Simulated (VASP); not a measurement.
Given:

```
CELL_PARAMETERS angstrom
      8.48696     0.00000     0.00000
      0.00000     8.48696     0.00000
      0.00000     0.00000     8.48696
ATOMIC_POSITIONS crystal
  Mg 0.50013 0.00016 0.99744
  Mg 0.74409 0.25607 0.99977
  Mg 0.75059 0.00001 0.24872
  Mg 0.00017 0.99994 0.99939
  Mg 0.25659 0.25624 0.00028
  Mg 0.74382 0.74364 0.99983
  Mg 0.24945 0.99992 0.24900
  Mg 0.50010 0.24301 0.24457
  Mg 0.75720 0.49979 0.24376
  Mg 0.49998 0.99991 0.50233
  Mg 0.74896 0.25117 0.50019
  Mg 0.74918 0.99985 0.75103
  Mg 0.00032 0.49978 0.99702
  Mg 0.25632 0.74370 0.00023
  Mg 0.00017 0.24925 0.24878
  Mg 0.24281 0.49999 0.24441
  Mg 0.50001 0.75704 0.24424
  Mg 0.99999 0.99992 0.50074
  Mg 0.25115 0.25117 0.50040
  Mg 0.49997 0.50011 0.50650
  Mg 0.74880 0.74867 0.50002
  Mg 0.25092 0.00000 0.75135
  Mg 0.50015 0.25593 0.75753
  Mg 0.74422 0.49995 0.75730
  Mg 0.99987 0.75056 0.24870
  Mg 0.00000 0.50001 0.50210
  Mg 0.25114 0.74881 0.50036
  Mg 0.00024 0.25067 0.75114
  Mg 0.25605 0.49995 0.75758
  Mg 0.49996 0.74409 0.75774
  Mg 0.00012 0.74914 0.75121
  O  0.74755 0.25259 0.24958
  O  0.00005 0.49988 0.25251
  O  0.00009 0.24980 0.49943
  O  0.25261 0.25254 0.24986
  O  0.74735 0.74712 0.24935
  O  0.99995 0.99993 0.25081
  O  0.50003 0.25139 0.49625
  O  0.74867 0.49994 0.49585
  O  0.99995 0.75010 0.49937
  O  0.74936 0.25069 0.75007
  O  0.00023 0.49992 0.74732
  O  0.00019 0.24795 0.00045
  O  0.25255 0.74746 0.24973
  O  0.50010 0.00003 0.25280
  O  0.25126 0.50006 0.49626
  O  0.50000 0.74868 0.49614
  O  0.75013 0.99989 0.49928
  O  0.25100 0.25078 0.75038
  O  0.50011 0.50003 0.73899
  O  0.74920 0.74912 0.75016
  O  0.00013 0.99989 0.74928
  O  0.50035 0.23627 0.00214
  O  0.76426 0.49985 0.00153
  O  0.00024 0.75186 0.00052
  O  0.24987 0.99991 0.49956
  O  0.25090 0.74922 0.75042
  O  0.50002 0.00009 0.74758
  O  0.23632 0.49988 0.00208
  O  0.50003 0.76405 0.00204
  O  0.75198 0.99990 0.00044
  O  0.24833 0.00024 0.00077
  F  0.49945 0.50001 0.26138
```
Cell charge -1.

All values below come from PBE GGA, VASP's PBE PAW potentials (set 64) (plane waves; VASP). Settings: PREC = Normal, LREAL = Auto, ISYM = 0, NELECT = 256.0, 400 eV cut-off, 1×1×1 Γ-centred mesh, Gaussian smearing of 0.050 eV, potentials Mg O F. Starting moments (MAGMOM): 63*0.0317. The cell's moment is fixed (NUPDOWN = 2).

The cell is charged, with a uniform compensating background.  The supercell is sampled at Γ alone, which is coarse: total energies, pressure and levels can be off, energies of defects by several tenths of an eV.

**Question.** Predict the cell moment, energy per atom (σ→0).

**Answer.** 
```yaml
cell_moment: 2.00 μB
energy per atom (σ→0): -5.782 eV/atom
```

**Question.** Give the moment on each site (PAW-sphere projection).

**Answer.** 
```csv
site,moment (μB)
Mg1,0.01
Mg2,0.01
Mg3,0.01
Mg4,0.01
Mg5,0.01
Mg6,0.01
Mg7,0.01
Mg8,0.01
Mg9,0.01
Mg10,0.01
Mg11,0.01
Mg12,0.01
Mg13,0.01
Mg14,0.01
Mg15,0.01
Mg16,0.01
Mg17,0.01
Mg18,0.01
Mg19,0.01
Mg20,0.01
Mg21,0.01
Mg22,0.01
Mg23,0.01
Mg24,0.01
Mg25,0.01
Mg26,0.01
Mg27,0.01
Mg28,0.01
Mg29,0.01
Mg30,0.01
Mg31,0.01
O32,0.02
O33,0.03
O34,0.02
O35,0.02
O36,0.02
O37,0.02
O38,0.03
O39,0.03
O40,0.02
O41,0.03
O42,0.03
O43,0.04
O44,0.02
O45,0.03
O46,0.03
O47,0.03
O48,0.02
O49,0.03
O50,0.08
O51,0.03
O52,0.02
O53,0.07
O54,0.06
O55,0.04
O56,0.02
O57,0.03
O58,0.03
O59,0.06
O60,0.06
O61,0.04
O62,0.04
F63,0.01
```

The cell is a supercell with a defect, built from MgO (rock salt): F_O-vac_Mg, charge -1.
